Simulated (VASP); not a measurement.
Data:

```
CELL_PARAMETERS angstrom
      0.00000     2.44970     2.44970
      2.44970     0.00000     2.44970
      2.44970     2.44970     0.00000
ATOMIC_POSITIONS crystal
  Mo 0.00000 0.00000 0.00000
  P  0.50000 0.50000 0.50000
```

Calculation: PBEsol GGA, VASP's PBE PAW potentials (set 64) (plane waves; VASP). Run with 400 eV cut-off, 14×14×14 Γ-centred mesh, tetrahedra with Blöchl corrections, potentials Mo_sv P.

Task: Tabulate the total density of states (states/eV per cell) against energy (eV; zero at the valence-band maximum or, without a gap, the Fermi level).

Result: 
```
E (eV) | DOS (states/eV)
    -9.98 |  0.00
    -9.38 |  0.00
    -8.90 |  0.00
    -8.30 |  0.00
    -7.71 | # 0.15
    -7.23 | #### 0.43
    -6.63 | ######### 1.05
    -6.03 | ######### 1.08
    -5.55 | ###### 0.70
    -4.95 | ########################## 3.16
    -4.35 | ############# 1.50
    -3.87 | ####### 0.86
    -3.27 | #### 0.50
    -2.67 | ## 0.29
    -2.19 | ####### 0.79
    -1.59 | ######### 1.03
    -0.99 | ########## 1.23
    -0.51 | ############### 1.83
     0.09 | ############################## 3.58
     0.69 | ###### 0.66
     1.17 | ######################### 3.02
     1.76 | ########## 1.18
     2.37 | ########## 1.16
     2.84 | ####### 0.86
     3.44 | ####### 0.78
```
Within 2 eV below the Fermi level the largest weight inside VASP's projection spheres is Mo d.

The structure was generated: MoP was put into the rock salt type (Fm-3m), which need not be its known phase. It was relaxed first, which changed the volume by -34 %. The electron count is odd and the run is not spin-polarised, which forces a metal. VASP warned that the highest band is occupied, so more bands are needed.
